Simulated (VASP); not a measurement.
# SnH4N2Cl2 (P1) in VASP: single point with PBEsol

Aim: the single point of SnH4N2Cl2 with PBEsol.

Everything below comes from runs of VASP 6.6.1. Logs are shortened: lines on timing, memory, paths and dates and some standing lists are left out, and cuts for length are marked.

**1. The crystal as given**

The typed cell holds 9 atoms: a = 3.853 Å, b = 6.564 Å, c = 5.735 Å, α = 73.16°, β = 91.17°, γ = 107.99°.

The cell was built by a generator and needn't be a form met in nature.

**2. Single point, PBEsol**

The input, INCAR:

```
SYSTEM = SnH4N2Cl2
ALGO     = Fast           ! electronic algorithm
EDIFF    = 1E-6           ! SCF threshold, eV
ENCUT    = 520            ! plane-wave cutoff, eV
GGA      = PS             ! functional
ISIF     = 2              ! what is computed and relaxed
ISMEAR   = 0              ! smearing method
LASPH    = .True.         ! aspherical terms in the spheres
LCHARG   = .False.        ! write CHGCAR
LREAL    = .False.        ! projectors in reciprocal space
LWAVE    = .False.        ! write WAVECAR
NBANDS   = 31             ! bands
NELM     = 100            ! most SCF steps
PREC     = Accurate       ! precision mode
SIGMA    = 0.2068         ! smearing width, eV
```

The input, KPOINTS:

```
Automatic mesh
0
Gamma
  5 3 4
  0 0.5 0.5
```

The input, POSCAR:

```
SnH4N2Cl2
1.0
   -0.0306613500      3.8525372400      0.0312019200
    6.2586440500     -1.9767292200     -0.0806645500
    1.6531876500     -0.0594890300     -5.4908861000
Sn Cl N H
1 2 2 4
Direct
    0.9853530000      0.9976460000      0.0027500000
    0.8843320000      0.7646650000      0.7506860000
    0.1298060000      0.2438080000      0.2429080000
    0.5907810000      0.2193200000      0.7570730000
    0.3710770000      0.7639380000      0.2321610000
    0.6010800000      0.2057000000      0.5672760000
    0.4078210000      0.7951080000      0.4171890000
    0.6961850000      0.3982340000      0.7648890000
    0.3072540000      0.5939930000      0.2185280000
```

Potentials or basis: VASP PAW PBE potentials, release 64 (Sn_d, Cl, N, H).

The run is started by

```
$ cat potpaw_PBE.64/Sn_d/POTCAR potpaw_PBE.64/Cl/POTCAR potpaw_PBE.64/N/POTCAR potpaw_PBE.64/H/POTCAR > POTCAR
$ mpirun -np 1 vasp_std > vasp.out
```

OUTCAR:

```text
SYSTEM = SnH4N2Cl2
   EDIFF = 1E-6
   ENCUT = 520
   GGA = PS
   ISIF = 2
   ISMEAR = 0
   LASPH = .True.
   LREAL = .False.
   NELM = 100
   PREC = Accurate

 ion  position               nearest neighbor table
   1  0.985  0.998  0.003-   2 2.34   3 2.35   4 2.53   5 2.53   5 2.54   4 2.55
   2  0.884  0.765  0.751-   1 2.34
   3  0.130  0.244  0.243-   1 2.35
   4  0.591  0.219  0.757-   6 1.12   8 1.13   1 2.53   1 2.55
   5  0.371  0.764  0.232-   9 1.09   7 1.14   1 2.53   1 2.54
   6  0.601  0.206  0.567-   4 1.12
   7  0.408  0.795  0.417-   5 1.14
   8  0.696  0.398  0.765-   4 1.13
   9  0.307  0.594  0.219-   5 1.09

  LATTYP: Found a triclinic cell.
 ALAT       =     7.3677142861
 B/A-ratio  =     0.7783508100
 C/A-ratio  =     0.5229282038
 COS(alpha) =     0.0204213755
 COS(beta)  =     0.2636954305
 COS(gamma) =     0.5308789664

  Lattice vectors:

 A1 = (  -4.5747950500,  -1.9352970500,  -5.4414234700)
 A2 = (   1.6531876500,  -0.0594890300,  -5.4908861000)
 A3 = (   0.0306613500,  -3.8525372400,  -0.0312019200)

Analysis of symmetry for initial positions (statically):
=====================================================================
 Subroutine PRICEL returns:
 Original cell was already a primitive cell.

 Routine SETGRP: Setting up the symmetry group for a
 triclinic supercell.

 Subroutine GETGRP returns: Found  1 space group operations
 (whereof  1 operations were pure point group operations)
 out of a pool of  2 trial point group operations.

The static configuration has the point symmetry C_1 .

Analysis of symmetry for dynamics (positions and initial velocities):
=====================================================================
 Subroutine PRICEL returns:
 Original cell was already a primitive cell.

 Routine SETGRP: Setting up the symmetry group for a
 triclinic supercell.

 Subroutine GETGRP returns: Found  1 space group operations
 (whereof  1 operations were pure point group operations)
 out of a pool of  2 trial point group operations.

The dynamic configuration has the point symmetry C_1 .

 Subroutine INISYM returns: Found  1 space group operations
 (whereof  1 operations are pure point group operations),
 and found     1 'primitive' translations

----------------------------------------------------------------------------------------

                                     Primitive cell

  volume of cell :     131.6383

  direct lattice vectors                    reciprocal lattice vectors
    -0.030661350  3.852537240  0.031201920     0.082416702  0.260046980  0.021996510
     6.258644050 -1.976729220 -0.080664550     0.160682594  0.000887092  0.048368461
     1.653187650 -0.059489030 -5.490886100    -0.001892195  0.001464683 -0.182705536

  length of vectors
     3.852785598  6.563885322  5.734666382     0.273680089  0.167807005  0.182721204

  position of ions in fractional coordinates (direct lattice)
     0.985353000  0.997646000  0.002750000
     0.884332000  0.764665000  0.750686000
     0.129806000  0.243808000  0.242908000
     0.590781000  0.219320000  0.757073000
     0.371077000  0.763938000  0.232161000
     0.601080000  0.205700000  0.567276000
     0.407821000  0.795108000  0.417189000
     0.696185000  0.398234000  0.764889000
     0.307254000  0.593993000  0.218528000

  ion indices of the primitive-cell ions
   primitive index   ion index
                 1           1
                 2           2
                 3           3
                 4           4
                 5           5
                 6           6
                 7           7
                 8           8
                 9           9

----------------------------------------------------------------------------------------

 KPOINTS: Automatic mesh

Automatic generation of k-mesh.
 Grid dimensions read from file:
 generate k-points for:    5    3    4

 Generating k-lattice:

  Cartesian coordinates                     Fractional coordinates (reciprocal lattice)
     0.016483340  0.052009396  0.004399302     0.200000000  0.000000000  0.000000000
     0.053560865  0.000295697  0.016122820     0.000000000  0.333333333  0.000000000
    -0.000473049  0.000366171 -0.045676384     0.000000000 -0.000000000  0.250000000

  Length of vectors
     0.054736018  0.055935668  0.045680301

  Shift w.r.t. Gamma in fractional coordinates (k-lattice)
     0.000000000  0.500000000  0.500000000

 Subroutine IBZKPT returns following result:
 ===========================================

 Found     30 irreducible k-points:

 Following reciprocal coordinates:
            Coordinates               Weight
  0.000000  0.166667  0.125000      2.000000
  0.200000  0.166667  0.125000      2.000000
  0.400000  0.166667  0.125000      2.000000
 -0.400000  0.166667  0.125000      2.000000
 -0.200000  0.166667  0.125000      2.000000
  0.000000  0.500000  0.125000      2.000000
[... 16 lines left out ...]
  0.400000  0.500000  0.375000      2.000000
 -0.400000  0.500000  0.375000      2.000000
 [... further k-points ...]
   k-points           NKPTS =     30   k-points in BZ     NKDIM =     30   number of bands    NBANDS=     31
   number of dos      NEDOS =    301   number of ions     NIONS =      9
   total plane-waves  NPLWV =  72000
   dimension x,y,z NGX =    30 NGY =   50 NGZ =   48
   dimension x,y,z NGXF=    60 NGYF=  100 NGZF=   96
   ions per type =               1   2   2   4
   NGX,Y,Z   is equivalent  to a cutoff of  12.94, 12.66, 13.92 a.u.
   NGXF,Y,Z  is equivalent  to a cutoff of  25.89, 25.33, 27.83 a.u.
 SYSTEM =  SnH4N2Cl2
   PREC   = accura    normal or accurate (medium, high low for compatibility)
   ISTART =      0    job   : 0-new  1-cont  2-samecut
   ICHARG =      2    charge: 1-file 2-atom 10-const
   ISPIN  =      1    spin polarized calculation?
   LNONCOLLINEAR =      F non collinear calculations
   LSORBIT =      F    spin-orbit coupling
   LASPH  =      T    aspherical Exc in radial PAW
   ENCUT  =  520.0 eV  38.22 Ry    6.18 a.u.   7.16 12.20 10.66*2*pi/ulx,y,z
   NELM   =    100;   NELMIN=  2; NELMDL= -5     # of ELM steps
   EDIFF  = 0.1E-05   stopping-criterion for ELM
   LREAL  =      F    real-space projection
   EDIFFG = 0.1E-04   stopping-criterion for IOM
   NSW    =      0    number of steps for IOM
   IBRION =     -1    ionic relax: 0-MD 1-quasi-New 2-CG
   NFREE  =      0    steps in history (QN), initial steepest desc. (CG)
   ISIF   =      2    stress and relaxation
   ISYM   =      2    0-nonsym 1-usesym 2-fastsym
   POTIM  = 0.5000    time-step for ionic-motion
   TEBEG  =    0.0;   TEEND  =   0.0 temperature during run
   PSTRESS=    0.0 pullay stress
   NELECT =      42.0000    total number of electrons
   NUPDOWN=      -1.0000    fix difference up-down
   EMIN   =  10.00;   EMAX   =-10.00  energy-range for DOS
   EFERMI =   0.00;   METHOD = LEGACY
   ISMEAR =     0;   SIGMA  =   0.21  broadening in eV -4-tet -1-fermi 0-gaus
   EFERMI_NEDOS =   21; number of points for ismear=-14 and -15
   IALGO  =     68    algorithm
   IMIX   =      4    mixing-type and parameters
     AMIX     =   0.40;   BMIX     =  1.00
     AMIX_MAG =   1.60;   BMIX_MAG =  1.00
  volume/ion in A,a.u.               =      14.63        98.70
  Fermi-wavevector in a.u.,A,eV,Ry     =   1.118658  2.113956 17.026258  1.251395
  Thomas-Fermi vector in A             =   2.255290
   LORBIT       =      0    0 simple, 1 ext, 2 COOP (PROOUT), +10 PAW based schemes
   GGA     = PS    functional components
   LHFCALC =     F    Hartree Fock is set to
   AEXX    =    0.0000 exact exchange contribution
   IVDW    =     0    specifies the selected vdW correction
   LEPSILON=     F    determine dielectric tensor
   LRPA    =     F    only Hartree local field effects (RPA)
 non-spin polarized calculation
 RMM-DIIS sequential band-by-band and
 Gauss-broadening in eV      SIGMA  =   0.21
  energy-cutoff  :      520.00
  volume of cell :      131.64
 maximum number of plane-waves:      3560
 NGX is ok and might be reduce to    30
   NGX = 15   NGY = 25   NGZ = 21

 number of electron      41.9999999 magnetization

 Free energy of the ion-electron system (eV)
  ---------------------------------------------------
  ext. energy  EPLUGINS =         0.00000000
  ---------------------------------------------------
  free energy    TOTEN  =       -41.47520826 eV

  energy without entropy =      -41.47520785  energy(sigma->0) =      -41.47520806

 E-fermi :   1.4220     XC(G=0):  -8.5764

 val. band max:        0.7338722273   @ k =   0.0000   0.1667   0.1250
 cond. band min:       2.0733925316   @ k =   0.0000   0.1667   0.1250
 fundamental gap:      1.3395203043
 Fermi energy:         1.4220241333

 k-point     1 :       0.0000    0.1667    0.1250
  band No.  band energies     occupation
      1     -20.1591      2.00000
      2     -19.9449      2.00000
      3     -19.9159      2.00000
      4     -19.9005      2.00000
      5     -19.8663      2.00000
      6     -14.0789      2.00000
[... 23 lines left out ...]
     30       9.9030      0.00000
     31      10.9455      0.00000

 k-point     2 :       0.2000    0.1667    0.1250
  band No.  band energies     occupation
      1     -20.1543      2.00000
      2     -19.9440      2.00000
      3     -19.9199      2.00000
      4     -19.8907      2.00000
      5     -19.8790      2.00000
      6     -13.8917      2.00000
[... 23 lines left out ...]
     30      10.1828      0.00000
     31      10.6102      0.00000

 k-point     3 :       0.4000    0.1667    0.1250
  band No.  band energies     occupation
      1     -20.1470      2.00000
      2     -19.9429      2.00000
      3     -19.9270      2.00000
      4     -19.8989      2.00000
      5     -19.8737      2.00000
      6     -13.5917      2.00000
[... 703 lines left out ...]
     30       9.7442      0.00000
     31      10.2712      0.00000

 k-point    24 :      -0.4000    0.5000    0.3750
  band No.  band energies     occupation
      1     -20.1466      2.00000
      2     -19.9426      2.00000
      3     -19.9271      2.00000
      4     -19.8988      2.00000
      5     -19.8737      2.00000
      6     -13.6288      2.00000
[... 23 lines left out ...]
     30       9.8688      0.00000
     31      10.2823      0.00000

 [... further k-points ...]

------------------------ aborting loop because EDIFF is reached ----------------------------------------

  FORCE on cell =-STRESS in cart. coord.  units (eV):
  Direction    XX          YY          ZZ          XY          YZ          ZX
  --------------------------------------------------------------------------------------
  -------------------------------------------------------------------------------------
  Total       -7.1132570    -10.6435493     -7.5050899      0.3747480     -0.4568304     -1.9170140
  in kB      -86.5758460   -129.5432299    -91.3448664      4.5610786     -5.5601088    -23.3320846
  external PRESSURE =    -102.4879808 kB  Pullay stress =       0.0000000 kB

 VOLUME and BASIS-vectors are now :
 -----------------------------------------------------------------------------
  energy-cutoff  :      520.00
  volume of cell :      131.64
      direct lattice vectors                 reciprocal lattice vectors
    -0.030661350  3.852537240  0.031201920     0.082416702  0.260046980  0.021996510
     6.258644050 -1.976729220 -0.080664550     0.160682594  0.000887092  0.048368461
     1.653187650 -0.059489030 -5.490886100    -0.001892195  0.001464683 -0.182705536

 POSITION                                       TOTAL-FORCE (eV/Angst)
 -----------------------------------------------------------------------------------
      6.21825      1.82387     -0.06483        -0.226224     -0.153453      0.366037
      5.99968      1.85073     -4.15602        -0.698083     -0.039005      0.582905
      1.92350      0.00369     -1.34940         0.279777      0.029839     -0.393233
      2.60612      1.79743     -4.15626         0.206841      0.512993      0.090606
      5.15364     -0.09432     -1.32481         2.072708      0.464995     -0.420358
      2.20679      1.87532     -3.11269         1.243303     -0.290583     -2.454690
      5.65349     -0.02539     -2.34215        -2.001568     -0.149441      2.442527
      3.73556      1.84938     -4.21032        -2.845822     -0.135875      0.365059
      4.06944     -0.00346     -1.23824         1.969068     -0.239469     -0.578854
 -----------------------------------------------------------------------------------
    total drift:                                0.000560      0.000385      0.000888

  FREE ENERGIE OF THE ION-ELECTRON SYSTEM (eV)
  ---------------------------------------------------
  free  energy   TOTEN  =       -41.4752082565 eV

  energy  without entropy=      -41.4752078538  energy(sigma->0) =      -41.47520806
```

Wall time 2.1 min (1 thread of Intel Xeon Platinum 8375C at 2.90GHz (Ice Lake), shared host); peak memory 0.32 GiB.

What came out:

```yaml
Free_energy: -41.4752 eV
Pressure: -10.2 GPa
Largest_force: 3.161 eV/Å
Band_gap_on_the_k_mesh: 1.34 eV, direct
```

Forces in eV/Å, atoms in the order of the input:
```
Sn  -0.226 -0.153  0.366
Cl  -0.698 -0.039  0.583
Cl   0.280  0.030 -0.393
N    0.207  0.513  0.091
N    2.073  0.465 -0.420
H    1.243 -0.291 -2.455
H   -2.002 -0.149  2.443
H   -2.846 -0.136  0.365
H    1.969 -0.239 -0.579
```

Stress tensor (GPa, compression positive):
```
 -8.66   0.46  -2.33
  0.46 -12.95  -0.56
 -2.33  -0.56  -9.13
```

Levels at points of the mesh, in eV from the valence-band top:
```tsv
k point	band 19	band 20	band 21	band 22	band 23	band 24
(0.00, 0.17, 0.12)	-0.86	-0.45	0.00	1.34	4.16	5.32
```

Caveat: the PAW data sets were made with another functional, which shifts forces and pressure a little; spin-orbit coupling is left out, which moves the levels of the heavy elements. A k mesh can miss the band edges.
